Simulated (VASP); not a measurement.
VASP input:

### POSCAR
```
Ni
1.0
  0.0000000000   1.7003092883   1.7003092883
  1.7003092883   0.0000000000   1.7003092883
  1.7003092883   1.7003092883   0.0000000000
Ni
1
Cart
  0.0000000000   0.0000000000   0.0000000000
```

**KPOINTS**
```
Automatic
0
Gamma
 18 18 18
0 0 0
```

### INCAR
```
# general
SYSTEM    =  Ni
PREC      =  Accurate
ENCUT     =  520
LREAL     =  .False.
LASPH     =  .True.

# electronic loop
EDIFF     =  1E-7
NELM      =  100
ALGO      =  Normal
LMAXMIX   =  4
LMIXTAU   =  .True.

# smearing
ISMEAR    =  1
SIGMA     =  0.1

# functional
METAGGA   =  R2SCAN
LUSE_VDW  =  .True.
BPARAM    =  11.95
CPARAM    =  0.0093

# spin
ISPIN     =  2
MAGMOM    =  0.8

# ions
ISIF      =  2

# output
LWAVE     =  .False.
LCHARG    =  .False.
LORBIT    =  10
```

POTCAR, in this order: Ni (PBE.64 set). Program: vasp_std.

Problem. Translate this r2SCAN+rVV10 calculation to Ansatz.

Solution. One equivalent input (not run):
Ansatz 0.2 input:
```yaml
crystal:
  lattice:
    - [0.0000000, 1.7003093, 1.7003093]
    - [1.7003093, 0.0000000, 1.7003093]
    - [1.7003093, 1.7003093, 0.0000000]
  atoms:
    - { symbol: Ni, position: [0.0000000, 0.0000000, 0.0000000], spin: 0.8 }
kpoints:
  mp_grid: { grid: [18, 18, 18] }
hamiltonian:
  xc: r2scan
  dispersion: rvv10
  pseudopotentials: { kind: paw }
magnetization: { spin_polarized: true }
scf:
  occupations: { method: methfessel_paxton, width: 0.1 }
  max_iter: 100
output: { forces: true, stress: true, eigenvalues: true }
```
What does not carry over: each code has its own PAW files, so the cut-off isn't converted (ENCUT is set for VASP's; basis.ecutwfc is left out, and Ansatz then takes the one that its files recommend); Ansatz stops its SCF on the density residual and VASP on the energy change (EDIFF).

The compound is Ni in the fcc structure. This cell is one point of a volume scan, at 0.94 of the reference volume.
